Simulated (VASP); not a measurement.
All values below come from PBEsol GGA, VASP's PBE PAW potentials (set 64) (plane waves; VASP).

VASP input:

### INCAR
```
GGA=PS
SYSTEM=CoGe
LORBIT=11
LCHARG=F
LASPH=T
LMAXMIX=4   # l cut-off of mixed one-centre charges
PREC=Accurate
EDIFF=1E-7   # SCF stop (eV)
NELM=100
ENCUT=400
LREAL=F
ICHARG=11   # fixed density
SIGMA=0.05
ISMEAR=0
ALGO=Normal
LWAVE=F
```

### KPOINTS
```
k-points along high-symmetry lines
10
Line-mode
Reciprocal
  0.000000   0.000000   0.000000 ! GAMMA
  0.500000   0.000000   0.000000 ! M

  0.500000   0.000000   0.000000 ! M
  0.333333   0.333333   0.000000 ! K

  0.333333   0.333333   0.000000 ! K
  0.000000   0.000000   0.000000 ! GAMMA

  0.000000   0.000000   0.000000 ! GAMMA
  0.000000   0.000000   0.500000 ! A

  0.000000   0.000000   0.500000 ! A
  0.500000   0.000000   0.500000 ! L

  0.500000   0.000000   0.500000 ! L
  0.333333   0.333333   0.500000 ! H

  0.333333   0.333333   0.500000 ! H
  0.000000   0.000000   0.500000 ! A

  0.500000   0.000000   0.500000 ! L
  0.500000   0.000000   0.000000 ! M

  0.333333   0.333333   0.500000 ! H
  0.333333   0.333333   0.000000 ! K
```

### POSCAR
```
CoGe
1.0
  2.8526943453   0.0000000000   0.0000000000
 -1.4263471726   2.4705057350   0.0000000000
  0.0000000000   0.0000000000   3.4986122328
Co Ge
1 1
Cartesian
  0.0000000000   0.0000000000   0.0000000000
  1.4263485990   0.8235010882   1.7493061164
```

POTCAR, in this order: Co Ge_d (PBE.64 set). Program: vasp_std. Read from the step before: CHGCAR.

Output

OSZICAR:
```
       N       E                     dE             d eps       ncg     rms          rms(c)
DAV:   1     0.105820152970E+03    0.10582E+03   -0.96516E+03  2857   0.339E+03
DAV:   2    -0.403508126438E+01   -0.10986E+03   -0.10747E+03  2756   0.435E+02
DAV:   3    -0.134020610339E+02   -0.93670E+01   -0.93298E+01  3225   0.114E+02
DAV:   4    -0.135743694798E+02   -0.17231E+00   -0.17227E+00  3309   0.158E+01
DAV:   5    -0.135815032754E+02   -0.71338E-02   -0.71338E-02  3718   0.275E+00
DAV:   6    -0.135816785894E+02   -0.17531E-03   -0.17531E-03  3578   0.312E-01
DAV:   7    -0.135816798120E+02   -0.12226E-05   -0.12229E-05  3732   0.313E-02
DAV:   8    -0.135816798279E+02   -0.15881E-07   -0.16010E-07  2706   0.286E-03
   1 F= -.13581680E+02 E0= -.13580856E+02  d E =-.164687E-02
```

OUTCAR:
```
 val. band max:       10.0969193030   @ k =   0.3704   0.2593   0.0000

 cond. band min:      10.1465892722   @ k =   0.0741   0.0741   0.0000



 k-point     1 :       0.0000    0.0000    0.0000
  band No.  band energies     occupation
      1     -14.5951      2.00000
      2     -14.5951      2.00000
      3     -14.5187      2.00000
      4     -14.4437      2.00000
      5     -14.4437      2.00000
      6      -3.6768      2.00000
      7       6.8561      2.00000
      8       8.3873      2.00000
      9       8.5784      2.00000
     10       8.5784      2.00000
     11       9.1111      2.00000
     12       9.1111      2.00000
     13      14.9775      0.00000
     14      19.0145      0.00000
     15      19.0145      0.00000

 k-point     2 :       0.0556    0.0000    0.0000
  band No.  band energies     occupation
      1     -14.5962      2.00000
      2     -14.5910      2.00000
      3     -14.5160      2.00000
      4     -14.4460      2.00000
      5     -14.4443      2.00000
      6      -3.6004      2.00000
      7       6.8917      2.00000
      8       8.1788      2.00000
      9       8.5328      2.00000
     10       8.6114      2.00000
     11       9.1039      2.00000
     12       9.3965      2.00000
     13      14.9948      0.00000
     14      18.2490      0.00000
     15      18.6543      0.00000

 k-point     3 :       0.1111    0.0000    0.0000
  band No.  band energies     occupation
      1     -14.5996      2.00000
      2     -14.5791      2.00000
      3     -14.5078      2.00000
      4     -14.4525      2.00000
      5     -14.4462      2.00000
      6      -3.3716      2.00000
      7       6.9894      2.00000
      8       7.8562      2.00000
      9       8.3982      2.00000
     10       8.7085      2.00000
     11       9.0832      2.00000
     12       9.9484      2.00000
     13      15.0424      0.00000
     14      16.6436      0.00000
     15      17.8546      0.00000

...
```

The density is held fixed in this step, so its total energy and stress have no physical meaning.

The structure was generated: CoGe was put into the WC type (P-6m2), which need not be its known phase. It was relaxed first, which changed the volume by -10 %. The run is not spin-polarised, so no magnetic state was tried. The electron count is odd and the run is not spin-polarised, which forces a metal.
